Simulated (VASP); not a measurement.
Input:

```yaml
crystal:
  lattice:
    - [0.00000, 2.33839, 2.33839]
    - [2.33839, 0.00000, 2.33839]
    - [2.33839, 2.33839, 0.00000]
  atoms:
    - { symbol: Na, position: [0.00000, 0.00000, 0.00000] }
    - { symbol: F, position: [0.50000, 0.50000, 0.50000] }
```

These are vdW-DF-cx, VASP's PBE PAW potentials (set 64) (plane waves; VASP) values and carry that method's errors. Numerical set-up: 520 eV cut-off, 10×10×10 Γ-centred mesh, Gaussian smearing of 0.050 eV, potentials Na_pv F.

Q: Predict the energy per atom (σ→0), band gap (on the k-mesh) with the smallest direct gap where there is one.

A: 
```
Quantity                                      Value
-----------------------------------  --------------
band gap (on the k-mesh)                    6.41 eV
smallest direct gap (on the k-mesh)         6.41 eV
energy per atom (σ→0)                -2239 meV/atom
```

The absolute energy has meaning only against runs of the same code, potentials and settings.

The compound is NaF in the rock salt structure. It was relaxed first.
